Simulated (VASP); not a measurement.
Output of a VASP run:

File OSZICAR:
```
       N       E                     dE             d eps       ncg     rms          rms(c)
DAV:   1     0.456798193478E+03    0.45680E+03   -0.24266E+04  1680   0.180E+03
DAV:   2    -0.230740642430E+02   -0.47987E+03   -0.47591E+03  2168   0.490E+02
DAV:   3    -0.490959935570E+02   -0.26022E+02   -0.25915E+02  1768   0.127E+02
DAV:   4    -0.499314466432E+02   -0.83545E+00   -0.83357E+00  2904   0.195E+01
DAV:   5    -0.499382662318E+02   -0.68196E-02   -0.67777E-02  2016   0.151E+00    0.412E+01
DAV:   6    -0.417675025226E+02    0.81708E+01   -0.89763E+01  2320   0.744E+01    0.188E+01
DAV:   7    -0.408487545604E+02    0.91875E+00   -0.28954E+01  1968   0.490E+01    0.183E+01
DAV:   8    -0.402048626561E+02    0.64389E+00   -0.39937E+00  1848   0.188E+01    0.237E+00
DAV:   9    -0.402233234961E+02   -0.18461E-01   -0.18455E-01  2328   0.266E+00    0.150E+00
DAV:  10    -0.402142300668E+02    0.90934E-02   -0.10218E-01  1848   0.316E+00    0.387E-01
DAV:  11    -0.402127992003E+02    0.14309E-02   -0.10064E-02  1832   0.865E-01    0.106E-01
DAV:  12    -0.402129255753E+02   -0.12637E-03   -0.63531E-04  2208   0.206E-01    0.105E-01
DAV:  13    -0.402128956736E+02    0.29902E-04   -0.26010E-04  1920   0.149E-01    0.159E-02
DAV:  14    -0.402128993356E+02   -0.36620E-05   -0.18441E-05  2304   0.270E-02    0.129E-02
DAV:  15    -0.402128980327E+02    0.13029E-05   -0.62294E-06  1840   0.165E-02    0.823E-03
DAV:  16    -0.402128985256E+02   -0.49289E-06   -0.10959E-06  2016   0.101E-02    0.170E-03
DAV:  17    -0.402128983631E+02    0.16248E-06   -0.12831E-07   944   0.307E-03    0.116E-03
DAV:  18    -0.402128984301E+02   -0.67002E-07   -0.32453E-08   864   0.190E-03
   1 F= -.40212898E+02 E0= -.40212898E+02  d E =0.000000E+00
```

### OUTCAR
```
------------------------ aborting loop because EDIFF is reached ----------------------------------------
  FORCE on cell =-STRESS in cart. coord.  units (eV):
  Direction    XX          YY          ZZ          XY          YZ          ZX
  --------------------------------------------------------------------------------------
  Total       -0.0126445     -0.0126445     -0.0126445     -0.0000000     -0.0000000      0.0000000
  in kB       -0.3636780     -0.3636780     -0.3636780     -0.0000000     -0.0000000      0.0000000
  external PRESSURE =      -0.3636780 kB  Pullay stress =       0.0000000 kB
  volume of cell :       55.71
      direct lattice vectors                 reciprocal lattice vectors
     3.819139536  0.000000000  0.000000000     0.261839085  0.000000000  0.000000000
     0.000000000  3.819139536  0.000000000     0.000000000  0.261839085  0.000000000
     0.000000000  0.000000000  3.819139536     0.000000000  0.000000000  0.261839085
 POSITION                                       TOTAL-FORCE (eV/Angst)
 -----------------------------------------------------------------------------------
      0.00000      0.00000      0.00000         0.000000      0.000000      0.000000
      1.90957      1.90957      1.90957         0.000000      0.000000      0.000000
      1.90957      0.00000      1.90957         0.000000      0.000000      0.000000
      0.00000      1.90957      1.90957         0.000000      0.000000      0.000000
      1.90957      1.90957      0.00000         0.000000      0.000000      0.000000
 -----------------------------------------------------------------------------------
    total drift:                                0.000000      0.000000      0.000000
  FREE ENERGIE OF THE ION-ELECTRON SYSTEM (eV)
  ---------------------------------------------------
  free  energy   TOTEN  =       -40.2128984301 eV

  energy  without entropy=      -40.2128984301  energy(sigma->0) =      -40.21289843

 total charge

# of ion       s       p       d       tot
------------------------------------------
    1        1.999   5.765   0.229   7.994
    2        2.295   6.371   3.000  11.665
    3        1.561   3.474   0.000   5.035
    4        1.561   3.474   0.000   5.035
    5        1.561   3.474   0.000   5.035
--------------------------------------------------
tot          8.978  22.558   3.229  34.765

 Electric field gradients after diagonalization (V/A^2)
 (convention: |V_zz| > |V_xx| > |V_yy|)
----------------------------------------------------------------------
 ion       V_xx      V_yy      V_zz     asymmetry (V_yy - V_xx)/ V_zz
----------------------------------------------------------------------
   1       0.000     0.000     0.000      -0.093
   2      -0.000    -0.000    -0.000      -0.403
   3     -14.214   -14.214    28.427       0.000
   4     -14.214   -14.214    28.427       0.000
   5     -14.214   -14.214    28.427       0.000
```
(Selected blocks of OUTCAR.)

### POSCAR
```
SrVO3
1
    3.8191395358     0.0000000000     0.0000000000
    0.0000000000     3.8191395358     0.0000000000
    0.0000000000     0.0000000000     3.8191395358
Sr V O
1 1 3
Direct
  0.0000000000   0.0000000000   0.0000000000
  0.5000000000   0.5000000000   0.5000000000
  0.5000000000   0.0000000000   0.5000000000
  0.0000000000   0.5000000000   0.5000000000
  0.5000000000   0.5000000000   0.0000000000
```

Write an INCAR and KPOINTS that could have produced this output.

One answer among several that fit: the input of the run itself, AM05 GGA, plane waves, VASP's PBE PAW potentials (set 64).

### INCAR
```
# general
SYSTEM   =  SrVO3
PREC     =  Accurate
ENCUT    =  520   # plane-wave cut-off (eV)
LREAL    =  F   # projection in real space or not
LASPH    =  T   # aspherical one-centre terms

# electronic loop
EDIFF    =  1E-7   # SCF stop (eV)
NELM     =  100   # most electronic steps
ALGO     =  Normal
LMAXMIX  =  4

# smearing
ISMEAR   =  -5

# functional
GGA      =  AM   # AM05

# ions
ISIF     =  2

# output
LWAVE    =  F
LCHARG   =  T
LORBIT   =  11
NEDOS    =  601

# other
LEFG     =  T
```

KPOINTS:
```
Automatic mesh
0
Gamma
9 9 9
0 0 0
```

POTCAR, in this order: Sr_sv V_sv O (PBE.64 set). Program: vasp_std.

For a metal the tetrahedron method with Blöchl corrections gives inexact stress and forces.

The compound is SrVO3 in the cubic perovskite structure. It was relaxed first. The run is not spin-polarised, so no magnetic state was tried. The electron count is odd and the run is not spin-polarised, which forces a metal.
